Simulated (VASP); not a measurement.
# Ga2O3: cell size against the level of theory, part 2 of 2

How close do the usual functionals, with and without dispersion, come to the cell of Ga2O3? LASPH is on for some levels and off for others; the table marks which. The start is a cell from a database of measured crystal structures.

VASP 6.6.1, plane waves and PAW; the level of theory is named at each step.

So far. Step 5 (Relaxation with PBE + D3(BJ)): It ends at 10.80 Å³/atom, +3.4 % from the start, with 0.03 GPa left. The conventional cell has a = 12.371, b = 3.070 and c = 5.852 Å. Against plain PBE, the dispersion term moves a by -0.7 %, b by -0.5 % and c by -0.5 %. Step 6 (Relaxation with r2SCAN + rVV10): It ends at 10.49 Å³/atom, +0.5 % from the start, with 0.03 GPa left. The conventional cell has a = 12.231, b = 3.040 and c = 5.810 Å.

### Step 7. Relaxation with revPBE + D3(BJ)

This step: revPBE with D3(BJ); plane waves and PAW (Ga_d, O) (VASP 6.6.1).

revPBE by itself binds more weakly than PBE and expands cells; dispersion terms fitted to it are the larger for that.

INCAR reads:

```
SYSTEM = Ga2O3
PREC = Accurate
ENCUT = 560
EDIFF = 1E-06
NELM = 100
ISMEAR = -1
SIGMA = 0.05
LREAL = .FALSE.
ALGO = Normal
GGA = RE
IVDW = 12
NBANDS = 54
LORBIT = 11
LWAVE = .FALSE.
LCHARG = .FALSE.
KPAR = 8
IBRION = 2
NSW = 60
ISIF = 3
EDIFFG = -0.01
```

POSCAR reads:

```
Ga2O3
1.0
    0.0000000000      3.0371000000      0.0000000000
   -1.3859888959      0.0000000000      5.6300087380
    6.1070000000     -1.5185500000      0.0000000000
Ga O
4 6
Direct
    0.0905000000      0.7946000000      0.1810000000
    0.9095000000      0.2054000000      0.8190000000
    0.6586600000      0.3140200000      0.3173200000
    0.3413400000      0.6859800000      0.6826800000
    0.1645000000      0.1098000000      0.3290000000
    0.8355000000      0.8902000000      0.6710000000
    0.1733000000      0.5632000000      0.3466000000
    0.8267000000      0.4368000000      0.6534000000
    0.4959000000      0.2566000000      0.9918000000
    0.5041000000      0.7434000000      0.0082000000
```

KPOINTS reads:

```
Automatic mesh
0
Gamma
7 4 7
0 0 0
```

The projector-augmented-wave data sets are Ga_d and O (PBE family, release 64).

Run with:

```
$ mpirun -np 8 vasp_std
```

Elapsed: 6.1 min, on 8 MPI ranks of AMD EPYC 9R45, shared host; peak memory 3.5 GiB.

It ends at 10.81 Å³/atom, +3.5 % from the start, with -0.03 GPa left. The conventional cell has a = 12.368, b = 3.070 and c = 5.856 Å.

### Step 8. Relaxation with vdW-DF-cx

This step: vdW-DF-cx; plane waves and PAW (Ga_d, O) (VASP 6.6.1).

vdW-DF-cx takes its exchange from the same plasmon model as its correlation.

INCAR: that of step 7 with these lines changed.

```diff
@@ -9,4 +9,6 @@
 ALGO = Normal
-GGA = RE
-IVDW = 12
+GGA = CX
+AGGAC = 0
+LUSE_VDW = .TRUE.
+LASPH = .TRUE.
 NBANDS = 54
```

POSCAR is that of step 7.

KPOINTS is that of step 7.

Run with:

```
$ mpirun -np 8 vasp_std
```

Run time: 13 min. Hardware: 8 MPI ranks; peak memory 5.8 GiB; 1.7 h of CPU time.

It ends at 10.60 Å³/atom, +1.5 % from the start, with 0.04 GPa left. The conventional cell has a = 12.279, b = 3.053 and c = 5.823 Å.

### Step 9. Relaxation with PBE + D4

This step: PBE with D4; plane waves and PAW (Ga_d, O) (VASP 6.6.1).

D4 lets the coefficients depend on atomic charges too.

INCAR: that of step 8 with these lines changed.

```diff
@@ -9,6 +9,4 @@
 ALGO = Normal
-GGA = CX
-AGGAC = 0
-LUSE_VDW = .TRUE.
-LASPH = .TRUE.
+GGA = PE
+IVDW = 13
 NBANDS = 54
```

POSCAR is that of step 8.

KPOINTS is that of step 8.

Run with:

```
$ mpirun -np 8 vasp_std
```

Run time: 5.8 min. Hardware: 8 MPI ranks; peak memory 3.5 GiB; 44 min of CPU time.

It ends at 10.70 Å³/atom, +2.4 % from the start, with -0.06 GPa left. The conventional cell has a = 12.317, b = 3.062 and c = 5.838 Å. Against plain PBE, the dispersion term moves a by -1.2 %, b by -0.8 % and c by -0.8 %.

### Step 10. The cells as a table

This step: relaxed cells at several levels; plane waves and PAW (VASP 6.6.1).

No new run; the numbers come from the runs before.

Lengths are those of the conventional cell; cost is the wall time of each run, as given at its step, times its ranks, without the set-up around it; LASPH differs between rows, which moves results and costs too. Results by level, by row:

```csv
level,volume (Å³/atom),change from the start (%),a (Å),b (Å),c (Å),cost (core minutes),LASPH
LDA,10.28,-1.6,12.15,3.022,5.762,30.5,off
PBE,10.99,5.3,12.46,3.087,5.883,48.7,off
r2SCAN,10.58,1.3,12.28,3.047,5.823,96.4,on
PBE + D3(BJ),10.8,3.4,12.37,3.07,5.852,27.5,off
r2SCAN + rVV10,10.49,0.5,12.23,3.04,5.81,169,on
revPBE + D3(BJ),10.81,3.5,12.37,3.07,5.856,48.8,off
vdW-DF-cx,10.6,1.5,12.28,3.053,5.823,105,on
PBE + D4,10.7,2.4,12.32,3.062,5.838,46.3,off
```

### Step 11. Summary of results

```
volume, LDA             : 10.28 Å³/atom
volume, PBE             : 10.99 Å³/atom
volume, r2SCAN          : 10.58 Å³/atom
volume, PBE + D3(BJ)    : 10.80 Å³/atom
volume, r2SCAN + rVV10  : 10.49 Å³/atom
volume, revPBE + D3(BJ) : 10.81 Å³/atom
volume, vdW-DF-cx       : 10.60 Å³/atom
volume, PBE + D4        : 10.70 Å³/atom
```

What this shows: For Ga2O3 the levels give volumes between 10.28 Å³/atom (LDA) and 10.99 Å³/atom (PBE), a spread of 7.0 %, while the cost of the finished runs spans a factor of 6.1. Within 1 % of experiment on every length: LDA, r2SCAN, r2SCAN + rVV10, vdW-DF-cx and PBE + D4. The nearest, r2SCAN + rVV10, took 5.5 times the core time of LDA and lowers the largest miss from 0.63 to 0.20 %. Thermal and zero-point expansion, often some tenths of a per cent in length, bear on this order: with the measured lengths lowered by an assumed 0.4 % the nearest becomes LDA. The costs hold the number of ionic steps as well as the price of the functional. The closing table has room for seven levels; PBE + D4 stands in the table of levels alone. Adding D3(BJ) to PBE changes the volume by -1.8 % (a by -0.7 %, b by -0.5 % and c by -0.5 %). Adding rVV10 to r2SCAN changes the volume by -0.9 % (a by -0.4 %, b by -0.2 % and c by -0.2 %). Adding D4 to PBE changes the volume by -2.7 % (a by -1.2 %, b by -0.8 % and c by -0.8 %). Within 0.02 Å all end in space group C2/m; the runs can't lower the symmetry of the start. LASPH is on for some levels and off for others, so differences between them are not the functional's alone. Each is a single relaxation on the plane waves of the start cell, so larger changes of volume carry a basis-set error that was not tested here.

Computed beside measured:

| quantity | measured | LDA | PBE | r2SCAN | PBE + D3(BJ) | r2SCAN + rVV10 | revPBE + D3(BJ) | vdW-DF-cx |
| --- | --- | --- | --- | --- | --- | --- | --- | --- |
| lattice constant a (Å) | 12.214 | 12.154 (-0.5 %) | 12.462 (+2.0 %) | 12.283 (+0.6 %) | 12.371 (+1.3 %) | 12.231 (+0.1 %) | 12.368 (+1.3 %) | 12.279 (+0.5 %) |
| lattice constant b (Å) | 3.0371 | 3.022 (-0.5 %) | 3.087 (+1.6 %) | 3.047 (+0.3 %) | 3.070 (+1.1 %) | 3.040 (+0.1 %) | 3.070 (+1.1 %) | 3.053 (+0.5 %) |
| lattice constant c (Å) | 5.7981 | 5.762 (-0.6 %) | 5.883 (+1.5 %) | 5.823 (+0.4 %) | 5.852 (+0.9 %) | 5.810 (+0.2 %) | 5.856 (+1.0 %) | 5.823 (+0.4 %) |

Measured values from arxiv:1704.06711 (2017).

Verdict: For the lattice constant a, of the levels listed nearest comes r2SCAN + rVV10 (+0.1 %, good agreement) and farthest PBE (+2.0 %, a clear miss). For the lattice constant b, of the levels listed nearest comes r2SCAN + rVV10 (+0.1 %, good agreement) and farthest PBE (+1.6 %, a clear miss). For the lattice constant c, of the levels listed nearest comes r2SCAN + rVV10 (+0.2 %, good agreement) and farthest PBE (+1.5 %, fair agreement). The grades are ours: good and fair within 0.7 and 1.5 % for the lattice constant a, 0.7 and 1.5 % for the lattice constant b and 0.8 and 2 % for the lattice constant c. Zero-point motion and thermal expansion are not in the computed lattice constants.

[Lines on the potential files, build, host, timing and source positions are cut from VASP's logs without a mark.]

[Logs are printed without paths, hosts, clocks, repeated set-up lines and the standing remarks that a program may print on its own settings, such as how far it seeks lower states.]

[Hosts, paths, dates, database ids (printed as entryN), source tags and the programs' standing remarks are cut or masked in the printed files.]

[A measured line is paired with the nearest computed mode of its activity, which favours agreement.]
